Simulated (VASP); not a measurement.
Output of a VASP run:

File OSZICAR:
```
       N       E                     dE             d eps       ncg     rms          rms(c)
DAV:   1     0.583649750258E+02    0.58365E+02   -0.88109E+03   864   0.141E+03
DAV:   2    -0.343336944550E+02   -0.92699E+02   -0.84734E+02  1224   0.236E+02
DAV:   3    -0.380280556190E+02   -0.36944E+01   -0.36767E+01  1136   0.512E+01
DAV:   4    -0.380487171988E+02   -0.20662E-01   -0.20660E-01   960   0.476E+00
DAV:   5    -0.380489205591E+02   -0.20336E-03   -0.20336E-03  1104   0.460E-01    0.137E+01
DAV:   6    -0.322689251721E+02    0.57800E+01   -0.18152E+01   984   0.340E+01    0.496E+00
DAV:   7    -0.321512864659E+02    0.11764E+00   -0.76634E-01  1028   0.669E+00    0.303E+00
DAV:   8    -0.320966716553E+02    0.54615E-01   -0.77557E-02   956   0.279E+00    0.375E-01
DAV:   9    -0.320923769442E+02    0.42947E-02   -0.12153E-02  1036   0.848E-01    0.201E-01
DAV:  10    -0.320924779037E+02   -0.10096E-03   -0.48348E-04   972   0.185E-01    0.102E-01
DAV:  11    -0.320924438674E+02    0.34036E-04   -0.60297E-05  1016   0.733E-02    0.181E-02
DAV:  12    -0.320924436196E+02    0.24777E-06   -0.10101E-06   652   0.896E-03
   1 F= -.22275470E+02 E0= -.22275470E+02  d E =-.222755E+02
```

File OUTCAR:
```
------------------------ aborting loop because EDIFF is reached ----------------------------------------
  FORCE on cell =-STRESS in cart. coord.  units (eV):
  Direction    XX          YY          ZZ          XY          YZ          ZX
  --------------------------------------------------------------------------------------
  Total        9.8116517      9.8116514      9.7802816      0.0000000      0.0000000      0.0000000
  in kB      449.7560440    449.7560346    448.3180709      0.0000000      0.0000000      0.0000000
  external PRESSURE =      -0.7232835 kB  Pullay stress =     450.0000000 kB
  volume of cell :       34.95
      direct lattice vectors                 reciprocal lattice vectors
     1.476934952 -2.558126349  0.000000000     0.338538945 -0.195455553  0.000000000
     1.476934952  2.558126349  0.000000000     0.338538945  0.195455553  0.000000000
     0.000000000  0.000000000  4.625538927     0.000000000  0.000000000  0.216191025
  FREE ENERGIE OF THE ION-ELECTRON SYSTEM (eV)
  ---------------------------------------------------
  free  energy   TOTEN  =       -32.0924436196 eV

  energy  without entropy=      -32.0924436196  energy(sigma->0) =      -32.09244362
  enthalpy is  TOTEN    =       -22.2754699439 eV   P V=        9.8169736757

 reached required accuracy - stopping structural energy minimisation
```
(Selected blocks of OUTCAR.)

### POSCAR
```
AlN
1
    1.4769349517    -2.5581263491     0.0000000000
    1.4769349517     2.5581263491    -0.0000000000
    0.0000000000     0.0000000000     4.6255389267
Al N
2 2
Direct
  0.6666670000   0.3333330000   0.4966160206
  0.3333330000   0.6666670000   0.9966160206
  0.6666670000   0.3333330000   0.8853839794
  0.3333330000   0.6666670000   0.3853839794
```

Write an INCAR and KPOINTS that could have produced this output.

One answer among several that fit: the input of the run itself, LDA (Ceperley-Alder, Perdew-Zunger), plane waves, VASP's LDA PAW potentials (set 64).

File KPOINTS:
```
K-points
0
Gamma
9 9 5
0 0 0
```

**INCAR**
```
SYSTEM = AlN
PREC = Accurate
ENCUT = 620
EDIFF = 1E-6
NELM = 100
ALGO = Normal
LREAL = .FALSE.
LASPH = .TRUE.
ISMEAR = 0
SIGMA = 0.05
LWAVE = .FALSE.
LCHARG = .FALSE.
IBRION = 2
ISIF = 3
NSW = 40
EDIFFG = -0.02
PSTRESS = 450
```

POTCAR, in this order: Al N (LDA.64 set). Program: vasp_std.

The compound is AlN in the wurtzite structure. It was relaxed first under an external pressure of 45 GPa.
